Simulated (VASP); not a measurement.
Data:

```yaml
crystal:
  lattice:
    - [0.00000, 2.30903, 2.30903]
    - [2.30903, 0.00000, 2.30903]
    - [2.30903, 2.30903, 0.00000]
  atoms:
    - { symbol: Ti, position: [0.00000, 0.00000, 0.00000] }
    - { symbol: O, position: [0.25000, 0.25000, 0.25000] }
```

Computed with r2SCAN meta-GGA, VASP's PBE PAW potentials (set 64) (plane waves; VASP 6.6.1). Numerical set-up: 520 eV cut-off, 15×15×15 Γ-centred mesh, tetrahedra with Blöchl corrections, potentials Ti_sv O.

Q: Give the energies of bands 7 to 12 at the high-symmetry points, in eV from the Fermi level.

A: 
```tsv
band	Γ	X	U	L	W
7	-7.79	-6.78	-7.11	-7.37	-7.40
8	-7.79	-6.78	-6.95	-7.37	-6.78
9	-1.29	-1.85	-1.84	-0.13	-1.93
10	0.52	0.59	0.45	0.78	-0.18
11	0.52	1.39	0.76	0.78	1.25
12	3.22	1.80	2.20	2.31	1.87
```

It has no gap at this level: it comes out as a metal or semimetal.

The structure was generated: TiO was put into the zinc blende type (F-43m), which need not be its known phase. It was relaxed first, which changed the volume by -31 %.
